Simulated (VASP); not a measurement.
Given:

```xyz
8
Lattice="2.9474 0.0000 0.0000 0.0000 2.9474 0.0000 0.0000 0.0000 8.3247" Properties=species:S:1:pos:R:3 pbc="T T T"
Mg     1.4737     1.4737     6.2471
Mg     1.4737     1.4737     2.0776
Mg     0.0000     0.0000     4.1624
Zn     0.0000     0.0000     0.0000
O      0.0000     0.0000     2.1041
O      0.0000     0.0000     6.2206
O      1.4737     1.4737     0.0000
O      1.4737     1.4737     4.1624
```

These are LDA (Ceperley-Alder, Perdew-Zunger), VASP's LDA PAW potentials (set 64) (plane waves; VASP 6.6.1) values and carry that method's errors. Numerical set-up: 520 eV cut-off, 8×8×3 Γ-centred mesh, Gaussian smearing of 0.010 eV, potentials Mg Zn O.

Problem. Give the electronic dielectric tensor ε∞ (DFPT, local fields included).

Solution. 
```
3.60  0.00  0.00
0.00  3.60  0.00
0.00  0.00  3.49
```

Problem. Give the Born effective charges.

Solution. 
```json
[
 {"atom": "Mg1", "Z*xx": "1.97", "Z*yy": "1.97", "Z*zz": "1.98", "mean": "1.97"},
 {"atom": "Mg2", "Z*xx": "1.97", "Z*yy": "1.97", "Z*zz": "1.98", "mean": "1.97"},
 {"atom": "Mg3", "Z*xx": "1.95", "Z*yy": "1.95", "Z*zz": "2.17", "mean": "2.02"},
 {"atom": "Zn4", "Z*xx": "2.33", "Z*yy": "2.33", "Z*zz": "2.06", "mean": "2.24"},
 {"atom": "O5", "Z*xx": "-1.92", "Z*yy": "-1.92", "Z*zz": "-2.18", "mean": "-2.01"},
 {"atom": "O6", "Z*xx": "-1.92", "Z*yy": "-1.92", "Z*zz": "-2.18", "mean": "-2.01"},
 {"atom": "O7", "Z*xx": "-2.41", "Z*yy": "-2.41", "Z*zz": "-1.66", "mean": "-2.16"},
 {"atom": "O8", "Z*xx": "-1.96", "Z*yy": "-1.96", "Z*zz": "-2.16", "mean": "-2.03"}
]
```

Problem. And the static tensor with the ions free?

Solution. 
```
11.7  0.00  0.00
0.00  11.7  0.00
0.00  0.00  11.1
```

Problem. Which frequencies do the optical Γ-point modes have (no LO-TO splitting)?

Solution. 149 (×2), 205 (×2), 241, 266 (×2), 333, 361 (×2), 387, 411, 417 (×2), 426 (×2), 450 (×2), 539, 587, 625 cm⁻¹.

The structure comes from a computed database's Mg3ZnO4 entry (P4/mmm); how it stands against other phases isn't given here. It was relaxed first, which changed the volume by -8 %.
